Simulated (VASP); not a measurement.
```
CdSe
1.0
    3.72456     0.00000     0.00000
   -1.86228     3.22557     0.00000
    0.00000     0.00000     6.30382
Cd Se
2 2
Direct
  0.00000   0.00000   0.00000
  0.00000   0.00000   0.50000
  0.33333   0.66667   0.25000
  0.66667   0.33333   0.75000
```

Calculation: PBEsol GGA, VASP's PBE PAW potentials (set 64) (plane waves; VASP). Numerical set-up: 500 eV cut-off, 7×7×4 Γ-centred mesh, Gaussian smearing of 0.050 eV, potentials Cd Se.

Task: What does the run give for the energy per atom (σ→0), pressure?

Result: 
The energy per atom (σ→0) comes out as -266.7 kJ/mol of atoms and the pressure is 20.00 GPa.

Only differences to runs with the same potentials and settings are physical.

The structure was generated: CdSe was put into the NiAs type type (P6_3/mmc), which need not be its known phase. It was relaxed first under an external pressure of 20 GPa.
